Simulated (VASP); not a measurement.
# TiOs2 (P4/nmm) in VASP: reference runs

Aim: a first look at TiOs2 with PBE, on the cell as given.

Everything below comes from runs of VASP 6.6.1. Logs are shortened: lines on timing, memory, paths and dates and some standing lists are left out, and cuts for length are marked.

### 1 The structure

It takes space group P4/nmm (No. 129, tetragonal). Conventional cell: a = 3.022 Å, b = 3.022 Å, c = 9.146 Å, α = 90.00°, β = 90.00°, γ = 90.00°. Ti (site symmetry 4mm) is surrounded by 5 Os at 2.40 to 2.54 Å. Around Os (site symmetry 4mm) lie 4 Ti at 2.40 Å and 4 Os at 2.58 Å. Os (site symmetry 4mm) is surrounded by 9 Os at 2.53 to 2.81 Å and 1 Ti at 2.54 Å.

The cell was built by a generator and needn't be a form met in nature.

### 2 Single point, PBE

INCAR

```
ALGO = Normal ; EDIFF = 1E-7
ENCUT = 520 ; GGA = PE
ISIF = 2 ; ISMEAR = -1
LASPH = T ; LCHARG = T
LELF = T ; LREAL = F
LVHAR = T ; LWAVE = F
NBANDS = 37 ; NELM = 100
PREC = Accurate ; SIGMA = 0.05
```

KPOINTS

```
k-points
0
Gamma
  9 9 3
```

POSCAR

```
TiOs2
1.0
    3.0219258000      0.0000000000      0.0000000000
    0.0000000000      3.0219258000      0.0000000000
    0.0000000000      0.0000000000      9.1458031700
Ti Os
2 4
Direct
    0.0000000000      0.5000000000      0.6478056900
    0.5000000000      0.0000000000      0.3521943100
    0.5000000000      0.0000000000      0.7668342600
    0.0000000000      0.5000000000      0.2331657400
    0.0000000000      0.5000000000      0.9256590600
    0.5000000000      0.0000000000      0.0743409400
```

Potentials or basis: VASP PAW PBE potentials, release 64 (Ti_sv, Os).

Run with:

```sh
> cat potpaw_PBE.64/Ti_sv/POTCAR potpaw_PBE.64/Os/POTCAR > POTCAR
> mpirun -np 1 vasp_std > vasp.out
```

OUTCAR:

```text
EDIFF = 1E-7
   ENCUT = 520
   GGA = PE
   ISIF = 2
   ISMEAR = -1
   LASPH = T
   LREAL = F
   NELM = 100
   PREC = Accurate

 ion  position               nearest neighbor table
   1  0.000  0.500  0.648-   3 2.40   3 2.40   3 2.40   3 2.40   5 2.54
   2  0.500  0.000  0.352-   4 2.40   4 2.40   4 2.40   4 2.40   6 2.54
   3  0.500  0.000  0.767-   1 2.40   1 2.40   1 2.40   1 2.40   5 2.58   5 2.58   5 2.58   5 2.58
                             6 2.81
   4  0.000  0.500  0.233-   2 2.40   2 2.40   2 2.40   2 2.40   6 2.58   6 2.58   6 2.58   6 2.58
                             5 2.81
   5  0.000  0.500  0.926-   6 2.53   6 2.53   6 2.53   6 2.53   1 2.54   3 2.58   3 2.58   3 2.58
                             3 2.58   4 2.81
   6  0.500  0.000  0.074-   5 2.53   5 2.53   5 2.53   5 2.53   2 2.54   4 2.58   4 2.58   4 2.58
                             4 2.58   3 2.81

  LATTYP: Found a simple tetragonal cell.
 ALAT       =     3.0219258000
 C/A-ratio  =     3.0264817124

  Lattice vectors:

 A1 = (   3.0219258000,   0.0000000000,   0.0000000000)
 A2 = (   0.0000000000,   3.0219258000,   0.0000000000)
 A3 = (   0.0000000000,   0.0000000000,   9.1458031700)

Analysis of symmetry for initial positions (statically):
=====================================================================
 Subroutine PRICEL returns:
 Original cell was already a primitive cell.

 Routine SETGRP: Setting up the symmetry group for a
 simple tetragonal supercell.

 Subroutine GETGRP returns: Found 16 space group operations
 (whereof  8 operations were pure point group operations)
 out of a pool of 16 trial point group operations.

The static configuration has the point symmetry D_2d.
 The point group associated with its full space group is D_4h.

Analysis of symmetry for dynamics (positions and initial velocities):
=====================================================================
 Subroutine PRICEL returns:
 Original cell was already a primitive cell.

 Routine SETGRP: Setting up the symmetry group for a
 simple tetragonal supercell.

 Subroutine GETGRP returns: Found 16 space group operations
 (whereof  8 operations were pure point group operations)
 out of a pool of 16 trial point group operations.

The dynamic configuration has the point symmetry D_2d.
 The point group associated with its full space group is D_4h.

 Subroutine INISYM returns: Found 16 space group operations
 (whereof  8 operations are pure point group operations),
 and found     1 'primitive' translations

----------------------------------------------------------------------------------------

                                     Primitive cell

  volume of cell :      83.5198

  direct lattice vectors                    reciprocal lattice vectors
     3.021925800  0.000000000  0.000000000     0.330914809  0.000000000  0.000000000
     0.000000000  3.021925800  0.000000000     0.000000000  0.330914809  0.000000000
     0.000000000  0.000000000  9.145803170     0.000000000  0.000000000  0.109339768

  length of vectors
     3.021925800  3.021925800  9.145803170     0.330914809  0.330914809  0.109339768

  position of ions in fractional coordinates (direct lattice)
     0.000000000  0.500000000  0.647805690
     0.500000000  0.000000000  0.352194310
     0.500000000  0.000000000  0.766834260
     0.000000000  0.500000000  0.233165740
     0.000000000  0.500000000  0.925659060
     0.500000000  0.000000000  0.074340940

  ion indices of the primitive-cell ions
   primitive index   ion index
                 1           1
                 2           2
                 3           3
                 4           4
                 5           5
                 6           6

----------------------------------------------------------------------------------------

 KPOINTS: k-points

Automatic generation of k-mesh.
 Grid dimensions read from file:
 generate k-points for:    9    9    3

 Generating k-lattice:

  Cartesian coordinates                     Fractional coordinates (reciprocal lattice)
     0.036768312  0.000000000  0.000000000     0.111111111  0.000000000  0.000000000
     0.000000000  0.036768312  0.000000000     0.000000000  0.111111111  0.000000000
     0.000000000  0.000000000  0.036446589     0.000000000  0.000000000  0.333333333

  Length of vectors
     0.036768312  0.036768312  0.036446589

  Shift w.r.t. Gamma in fractional coordinates (k-lattice)
     0.000000000  0.000000000  0.000000000

 Subroutine IBZKPT returns following result:
 ===========================================

 Found     30 irreducible k-points:

 Following reciprocal coordinates:
            Coordinates               Weight
  0.000000  0.000000  0.000000      1.000000
  0.111111  0.000000  0.000000      4.000000
  0.222222  0.000000  0.000000      4.000000
  0.333333  0.000000  0.000000      4.000000
  0.444444  0.000000  0.000000      4.000000
  0.111111  0.111111  0.000000      4.000000
[... 16 lines left out ...]
  0.333333  0.111111  0.333333     16.000000
  0.444444  0.111111  0.333333     16.000000
 [... further k-points ...]
   k-points           NKPTS =     30   k-points in BZ     NKDIM =     30   number of bands    NBANDS=     37
   number of dos      NEDOS =    301   number of ions     NIONS =      6
   total plane-waves  NPLWV =  40320
   dimension x,y,z NGX =    24 NGY =   24 NGZ =   70
   dimension x,y,z NGXF=    48 NGYF=   48 NGZF=  140
   ions per type =               2   4
   NGX,Y,Z   is equivalent  to a cutoff of  13.20, 13.20, 12.72 a.u.
   NGXF,Y,Z  is equivalent  to a cutoff of  26.41, 26.41, 25.45 a.u.
 SYSTEM =  unknown system
   PREC   = accura    normal or accurate (medium, high low for compatibility)
   ISTART =      0    job   : 0-new  1-cont  2-samecut
   ICHARG =      2    charge: 1-file 2-atom 10-const
   ISPIN  =      1    spin polarized calculation?
   LNONCOLLINEAR =      F non collinear calculations
   LSORBIT =      F    spin-orbit coupling
   LASPH  =      T    aspherical Exc in radial PAW
   ENCUT  =  520.0 eV  38.22 Ry    6.18 a.u.   5.62  5.62 17.01*2*pi/ulx,y,z
   NELM   =    100;   NELMIN=  2; NELMDL= -5     # of ELM steps
   EDIFF  = 0.1E-06   stopping-criterion for ELM
   LREAL  =      F    real-space projection
   EDIFFG = 0.1E-05   stopping-criterion for IOM
   NSW    =      0    number of steps for IOM
   IBRION =     -1    ionic relax: 0-MD 1-quasi-New 2-CG
   NFREE  =      0    steps in history (QN), initial steepest desc. (CG)
   ISIF   =      2    stress and relaxation
   ISYM   =      2    0-nonsym 1-usesym 2-fastsym
   POTIM  = 0.5000    time-step for ionic-motion
   TEBEG  =    0.0;   TEEND  =   0.0 temperature during run
   PSTRESS=    0.0 pullay stress
   NELECT =      56.0000    total number of electrons
   NUPDOWN=      -1.0000    fix difference up-down
   EMIN   =  10.00;   EMAX   =-10.00  energy-range for DOS
   EFERMI =   0.00;   METHOD = LEGACY
   ISMEAR =    -1;   SIGMA  =   0.05  broadening in eV -4-tet -1-fermi 0-gaus
   EFERMI_NEDOS =   21; number of points for ismear=-14 and -15
   IALGO  =     38    algorithm
   IMIX   =      4    mixing-type and parameters
     AMIX     =   0.40;   BMIX     =  1.00
     AMIX_MAG =   1.60;   BMIX_MAG =  1.00
  volume/ion in A,a.u.               =      13.92        93.94
  Fermi-wavevector in a.u.,A,eV,Ry     =   1.432873  2.707737 27.934461  2.053125
  Thomas-Fermi vector in A             =   2.552453
   LORBIT       =      0    0 simple, 1 ext, 2 COOP (PROOUT), +10 PAW based schemes
   GGA     = PE    functional components
[... 5 lines left out ...]
 non-spin polarized calculation
  energy-cutoff  :      520.00
  volume of cell :       83.52
 maximum number of plane-waves:      2263
 NGX is ok and might be reduce to    24
   NGX = 11   NGY = 11   NGZ = 35

 number of electron      56.0000000 magnetization

 Free energy of the ion-electron system (eV)
  ---------------------------------------------------
  ext. energy  EPLUGINS =         0.00000000
  ---------------------------------------------------
  free energy    TOTEN  =       -55.66524179 eV

  energy without entropy =      -55.61696575  energy(sigma->0) =      -55.64110377

 E-fermi :  10.2846     XC(G=0): -13.3695

 val. band max:       10.2814813257   @ k =   0.0000   0.0000   0.0000
 cond. band min:      10.2847803178   @ k =   0.4444   0.2222   0.3333
 fundamental gap:      0.0032989921
 Fermi energy:        10.2846268500

 k-point     1 :       0.0000    0.0000    0.0000
  band No.  band energies     occupation
      1     -46.4166      2.00000
      2     -46.4076      2.00000
      3     -22.8756      2.00000
      4     -22.8009      2.00000
      5     -22.5893      2.00000
      6     -22.5893      2.00000
[... 29 lines left out ...]
     36      11.6160      0.00000
     37      12.3791      0.00000

 k-point     2 :       0.1111    0.0000    0.0000
  band No.  band energies     occupation
      1     -46.4124      2.00000
      2     -46.4039      2.00000
      3     -22.8663      2.00000
      4     -22.7977      2.00000
      5     -22.6214      2.00000
      6     -22.6091      2.00000
[... 29 lines left out ...]
     36      12.2428      0.00000
     37      12.6106      0.00000

 k-point     3 :       0.2222    0.0000    0.0000
  band No.  band energies     occupation
      1     -46.4016      2.00000
      2     -46.3947      2.00000
      3     -22.8421      2.00000
      4     -22.7942      2.00000
      5     -22.6980      2.00000
      6     -22.6964      2.00000
[... 29 lines left out ...]
     36      12.3824      0.00000
     37      13.2759      0.00000

 k-point     4 :       0.3333    0.0000    0.0000
  band No.  band energies     occupation
      1     -46.3890      2.00000
      2     -46.3845      2.00000
      3     -22.8230      2.00000
      4     -22.8163      2.00000
      5     -22.7905      2.00000
      6     -22.7532      2.00000
[... 29 lines left out ...]
     36      12.5892      0.00000
     37      13.3442      0.00000
[... 683 lines left out ...]
      1     -46.3983      2.00000
      2     -46.3919      2.00000
      3     -22.8369      2.00000
      4     -22.7903      2.00000
      5     -22.6984      2.00000
      6     -22.6959      2.00000
[... 29 lines left out ...]
     36      12.6564      0.00000
     37      12.8679      0.00000

 k-point    23 :       0.3333    0.1111    0.3333
  band No.  band energies     occupation
      1     -46.3866      2.00000
      2     -46.3824      2.00000
      3     -22.8165      2.00000
      4     -22.8161      2.00000
      5     -22.7852      2.00000
      6     -22.7562      2.00000
[... 29 lines left out ...]
     36      12.5103      0.00000
     37      13.0942      0.00000

 k-point    24 :       0.4444    0.1111    0.3333
  band No.  band energies     occupation
      1     -46.3782      2.00000
      2     -46.3768      2.00000
      3     -22.8631      2.00000
      4     -22.8589      2.00000
      5     -22.7827      2.00000
      6     -22.7682      2.00000
[... 29 lines left out ...]
     36      12.8033      0.00000
     37      12.9217      0.00000

 [... further k-points ...]
[... 5 lines left out ...]
  --------------------------------------------------------------------------------------
  -------------------------------------------------------------------------------------
  Total       34.7497473     34.7497473     30.9819524      0.0000000      0.0000000      0.0000000
  in kB      666.6114817    666.6114817    594.3331048      0.0000000      0.0000000      0.0000000
  external PRESSURE =     642.5186894 kB  Pullay stress =       0.0000000 kB

 VOLUME and BASIS-vectors are now :
 -----------------------------------------------------------------------------
  energy-cutoff  :      520.00
  volume of cell :       83.52
      direct lattice vectors                 reciprocal lattice vectors
     3.021925800  0.000000000  0.000000000     0.330914809  0.000000000  0.000000000
     0.000000000  3.021925800  0.000000000     0.000000000  0.330914809  0.000000000
     0.000000000  0.000000000  9.145803170     0.000000000  0.000000000  0.109339768

 POSITION                                       TOTAL-FORCE (eV/Angst)
 -----------------------------------------------------------------------------------
      0.00000      1.51096      5.92470        -0.000000      0.000000     -5.739920
      1.51096      0.00000      3.22110        -0.000000      0.000000      5.739920
      1.51096      0.00000      7.01332        -0.000000      0.000000     -1.214024
      0.00000      1.51096      2.13249        -0.000000      0.000000      1.214024
      0.00000      1.51096      8.46590        -0.000000      0.000000      1.815773
      1.51096      0.00000      0.67991         0.000000     -0.000000     -1.815773
 -----------------------------------------------------------------------------------
    total drift:                                0.000000      0.000000      0.000000

  FREE ENERGIE OF THE ION-ELECTRON SYSTEM (eV)
  ---------------------------------------------------
  free  energy   TOTEN  =       -55.6652417925 eV

  energy  without entropy=      -55.6169657535  energy(sigma->0) =      -55.64110377
```

Wall time 82 s (1 thread of AMD EPYC 9R45 (Zen 5), shared host); peak memory 0.2 GiB.

Results:

* Free energy: -55.6652 eV
* Pressure: 64.3 GPa
* Largest force: 5.740 eV/Å
* Band gap on the k mesh: none (metal or under the smearing width)

Forces in eV/Å, atoms in the order of the input:
```
Ti   0.000  0.000 -5.740
Ti   0.000  0.000  5.740
Os   0.000  0.000 -1.214
Os   0.000  0.000  1.214
Os   0.000  0.000  1.816
Os   0.000  0.000 -1.816
```

Stress tensor (GPa, compression positive):
```
66.66  0.00  0.00
 0.00 66.66  0.00
 0.00  0.00 59.43
```

Caveat: a pressure of tens of GPa on the cell as given is suspect, and the run, the potentials or the cell itself is likely at fault; forces of over 1 eV/Å show positions far from the minimum, so gaps and moduli don't describe the material at rest. Spin-orbit coupling is left out, which matters for the levels of Os.
